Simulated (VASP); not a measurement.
Wanted: the native input for a VASP 6.6.1 run.

| Property | Result |
| --- | --- |
| Task | relaxation of cell and atoms |
| Functional | PBEsol |
| Dispersion | D4 |
| Potentials or basis | VASP PAW PBE potentials, release 64 (Hf_pv) |
| Cutoff | 600 eV |
| k mesh | 16 × 16 × 8 |
| Occupations | methfessel-paxton, width 0.1 eV |
| Spin | no spin polarisation |
| Further INCAR settings | ALGO = Normal; EDIFF = 1e-07; IBRION = 2; EDIFFG = -0.005; NSW = 60; ISIF = 3 |

The structure of Hf lies in POSCAR:

```
Hf
1.0
    3.1700000000      0.0000000000      0.0000000000
   -1.5850000000      2.7453005300      0.0000000000
    0.0000000000      0.0000000000      5.0000000000
Hf
2
Direct
    0.3333333300      0.6666666700      0.2500000000
    0.6666666700      0.3333333300      0.7500000000
```

The cell was built by a generator and needn't be a form met in nature.

These files were run (other wordings do the same):

INCAR

```
SYSTEM = Hf
PREC = Accurate
ENCUT = 600
EDIFF = 1E-7
ISMEAR = 1
SIGMA = 0.1
LREAL = .False.
LASPH = .True.
NELM = 120
ALGO = Normal
ISIF = 3
LWAVE = .False.
LCHARG = .False.
GGA = PS
IVDW = 13
IBRION = 2
NSW = 60
EDIFFG = -0.005
```

KPOINTS

```
Automatic mesh
0
Gamma
  16 16 8
  0 0 0
```

Potentials or basis: VASP PAW PBE potentials, release 64 (Hf_pv).

Command:

```sh
$ cat potpaw_PBE.64/Hf_pv/POTCAR > POTCAR
$ mpirun -np 1 vasp_std > vasp.out
```

Results of the run:

```yaml
Relaxed_volume: 21.37 Å³/atom
Relaxed_cell: a = 3.150 Å, b = 3.150 Å, c = 4.975 Å, α = 90.00°, β = 90.00°, γ = 120.00°
Space_group_after_relaxing_to_0.05_Å: P6_3/mmc (No. 194)
Energy_gained_by_relaxing: 2.5 meV/atom
Ionic_steps: 7
Pressure_after_relaxing: 0.0 GPa
Band_gap_on_the_k_mesh: none (metal or under the smearing width)
Dispersion_energy_per_atom: -0.128 eV
```

Caveat: the PAW data sets were made with another functional, which shifts forces and pressure a little; pairwise dispersion overbinds metals, which lowers pressure and volume.

Wall time 2.5 min on 1 thread of Intel(R) Xeon(R) 6975P-C (Granite Rapids), with other jobs on the host, peak memory 0.25 GiB.
